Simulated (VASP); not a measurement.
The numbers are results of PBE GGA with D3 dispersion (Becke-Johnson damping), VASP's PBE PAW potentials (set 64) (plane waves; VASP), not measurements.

The input files of a VASP run:

**INCAR**
```
SYSTEM=NaCl
PREC=Accurate; ENCUT=520; LREAL=.FALSE.
LASPH=.TRUE.; ICHARG=11
EDIFF=1E-7; NELM=100; ALGO=Normal
ISMEAR=0; SIGMA=0.05
GGA=PE; IVDW=12
LWAVE=.FALSE.; LCHARG=.FALSE.; LORBIT=11
```

File KPOINTS:
```
k-points along high-symmetry lines
15
Line-mode
Reciprocal
  0.000000   0.000000   0.000000 ! GAMMA
  0.500000   0.000000   0.500000 ! X

  0.500000   0.000000   0.500000 ! X
  0.625000   0.250000   0.625000 ! U

  0.375000   0.375000   0.750000 ! K
  0.000000   0.000000   0.000000 ! GAMMA

  0.000000   0.000000   0.000000 ! GAMMA
  0.500000   0.500000   0.500000 ! L

  0.500000   0.500000   0.500000 ! L
  0.500000   0.250000   0.750000 ! W

  0.500000   0.250000   0.750000 ! W
  0.500000   0.000000   0.500000 ! X
```

POSCAR:
```
NaCl
1
    0.0000000000     2.7888908534     2.7888908534
    2.7888908534     0.0000000000     2.7888908534
    2.7888908534     2.7888908534     0.0000000000
Na Cl
1 1
Direct
  0.0000000000   0.0000000000   0.0000000000
  0.5000000000   0.5000000000   0.5000000000
```

POTCAR, in this order: Na_pv Cl (PBE.64 set). Program: vasp_std. Read from the step before: CHGCAR.

What VASP printed:

OUTCAR:
```
 ion  position               nearest neighbor table
   1  0.000  0.000  0.000-
   2  0.500  0.500  0.500-
  LATTYP: Found a face centered cubic cell.
 ALAT       =     5.5777817068
 Subroutine PRICEL returns:
 Original cell was already a primitive cell.
 Subroutine GETGRP returns: Found 48 space group operations
The static configuration has the point symmetry O_h .
The dynamic configuration has the point symmetry O_h .
 Subroutine INISYM returns: Found 48 space group operations
   k-points           NKPTS =     90   k-points in BZ     NKDIM =     90   number of bands    NBANDS=     11
   number of dos      NEDOS =    301   number of ions     NIONS =      2
   total plane-waves  NPLWV =  27000
   dimension x,y,z NGX =    30 NGY =   30 NGZ =   30
   dimension x,y,z NGXF=    60 NGYF=   60 NGZF=   60
   ions per type =               1   1
   PREC   = accura    normal or accurate (medium, high low for compatibility)
   ISTART =      0    job   : 0-new  1-cont  2-samecut
   ICHARG =     11    charge: 1-file 2-atom 10-const
   ISPIN  =      1    spin polarized calculation?
   LNONCOLLINEAR =      F non collinear calculations
   LSORBIT =      F    spin-orbit coupling
   INIWAV =      1    electr: 0-lowe 1-rand  2-diag
   ENCUT  =  520.0 eV  38.22 Ry    6.18 a.u.   7.33  7.33  7.33*2*pi/ulx,y,z
   NELM   =    100;   NELMIN=  2; NELMDL= -5     # of ELM steps
   EDIFF  = 0.1E-06   stopping-criterion for ELM
   LREAL  =      F    real-space projection
   NLSPLINE    = F    spline interpolate recip. space projectors
   LMAXMIX     =    2 max onsite mixed and CHGCAR
   VOSKOWN=      0    Vosko Wilk Nusair interpolation
   EDIFFG = 0.1E-05   stopping-criterion for IOM
   NSW    =      0    number of steps for IOM
   NBLOCK =      1;   KBLOCK =      1    inner block; outer block
   IBRION =     -1    ionic relax: 0-MD 1-quasi-New 2-CG
   NFREE  =      0    steps in history (QN), initial steepest desc. (CG)
   ISIF   =      2    stress and relaxation
   ISYM   =      2    0-nonsym 1-usesym 2-fastsym
   TEIN   =    0.0    initial temperature
   TEBEG  =    0.0;   TEEND  =   0.0 temperature during run
   SMASS  =  -3.00    Nose mass-parameter (am)
   PSTRESS=    0.0 pullay stress
   NELECT =      14.0000    total number of electrons
   EFERMI =   0.00;   METHOD = LEGACY
   ISMEAR =     0;   SIGMA  =   0.05  broadening in eV -4-tet -1-fermi 0-gaus
   IALGO  =     38    algorithm
   LDIAG  =      T    sub-space diagonalisation (order eigenvalues)
   IMIX   =      4    mixing-type and parameters
     AMIX     =   0.40;   BMIX     =  1.00
     AMIX_MAG =   1.60;   BMIX_MAG =  1.00
     AMIN     =   0.10
   GGA     = PE    functional components
   VOSKOWN =     0    Vosko Wilk Nusair interpolation
   LHFCALC =     F    Hartree Fock is set to
   LHFONE  =     F    Hartree Fock one center treatment
   AEXX    =    0.0000 exact exchange contribution
   IVDW    =    12    specifies the selected vdW correction
   LEPSILON=     F    determine dielectric tensor
   LRPA    =     F    only Hartree local field effects (RPA)
  energy-cutoff  :      520.00
  volume of cell :       43.38
      direct lattice vectors                 reciprocal lattice vectors
     0.000000000  2.788890853  2.788890853    -0.179282742  0.179282742  0.179282742
     2.788890853  0.000000000  2.788890853     0.179282742 -0.179282742  0.179282742
     2.788890853  2.788890853  0.000000000     0.179282742  0.179282742 -0.179282742
 k-point     1 :   0.0000 0.0000 0.0000  plane waves:    1211
 k-point     2 :   0.0357 0.0000 0.0357  plane waves:    1195
 k-point     3 :   0.0714 0.0000 0.0714  plane waves:    1199
 k-point     4 :   0.1071 0.0000 0.1071  plane waves:    1195
 k-point     5 :   0.1429 0.0000 0.1429  plane waves:    1179
 k-point     6 :   0.1786 0.0000 0.1786  plane waves:    1171
 k-point     7 :   0.2143 0.0000 0.2143  plane waves:    1178
 k-point     8 :   0.2500 0.0000 0.2500  plane waves:    1174
 k-point     9 :   0.2857 0.0000 0.2857  plane waves:    1182
 k-point    10 :   0.3214 0.0000 0.3214  plane waves:    1174
...
```

**OSZICAR**
```
       N       E                     dE             d eps       ncg     rms          rms(c)
DAV:   1     0.936895761080E+02    0.93690E+02   -0.75226E+03  1992   0.129E+03
DAV:   2     0.142662032231E+01   -0.92263E+02   -0.85974E+02  2208   0.282E+02
DAV:   3    -0.619138683398E+01   -0.76180E+01   -0.75715E+01  2358   0.800E+01
DAV:   4    -0.635534746254E+01   -0.16396E+00   -0.16375E+00  2263   0.127E+01
DAV:   5    -0.635904195535E+01   -0.36945E-02   -0.36940E-02  2390   0.191E+00
DAV:   6    -0.635917016789E+01   -0.12821E-03   -0.12821E-03  2466   0.369E-01
DAV:   7    -0.635917529025E+01   -0.51224E-05   -0.51223E-05  2632   0.639E-02
DAV:   8    -0.635917546640E+01   -0.17615E-06   -0.17615E-06  2394   0.101E-02
DAV:   9    -0.635917547362E+01   -0.72237E-08   -0.72214E-08  1796   0.171E-03
   1 F= -.68033174E+01 E0= -.68033174E+01  d E =-.960000E-20
```

File OUTCAR:
```
 val. band max:       -0.5349098161   @ k =   0.0000   0.0000   0.0000

 cond. band min:       4.7041169843   @ k =   0.0000   0.0000   0.0000



 k-point     1 :       0.0000    0.0000    0.0000
  band No.  band energies     occupation
      1     -21.2907      2.00000
      2     -21.2907      2.00000
      3     -21.2907      2.00000
      4     -13.2709      2.00000
      5      -0.5349      2.00000
      6      -0.5349      2.00000
      7      -0.5349      2.00000
      8       4.7041      0.00000
      9      10.6185      0.00000
     10      10.6185      0.00000
     11      10.6185      0.00000

 k-point     2 :       0.0357    0.0000    0.0357
  band No.  band energies     occupation
      1     -21.2912      2.00000
      2     -21.2909      2.00000
      3     -21.2908      2.00000
      4     -13.2651      2.00000
      5      -0.5743      2.00000
      6      -0.5439      2.00000
      7      -0.5439      2.00000
      8       4.7659      0.00000
      9      10.5265      0.00000
     10      10.6510      0.00000
     11      10.6510      0.00000

 k-point     3 :       0.0714    0.0000    0.0714
  band No.  band energies     occupation
      1     -21.2924      2.00000
      2     -21.2912      2.00000
      3     -21.2912      2.00000
      4     -13.2479      2.00000
      5      -0.6856      2.00000
      6      -0.5703      2.00000
      7      -0.5703      2.00000
      8       4.9434      0.00000
      9      10.2844      0.00000
     10      10.7474      0.00000
     11      10.7474      0.00000

 k-point     4 :       0.1071    0.0000    0.1071
  band No.  band energies     occupation
      1     -21.2943      2.00000
      2     -21.2917      2.00000
      3     -21.2917      2.00000
      4     -13.2205      2.00000
      5      -0.8505      2.00000
      6      -0.6121      2.00000
      7      -0.6121      2.00000
      8       5.2165      0.00000
      9       9.9574      0.00000
     10      10.9048      0.00000
...
```

The density is held fixed in this step, so its total energy and stress have no physical meaning.

The compound is NaCl in the rock salt structure. It was relaxed first.
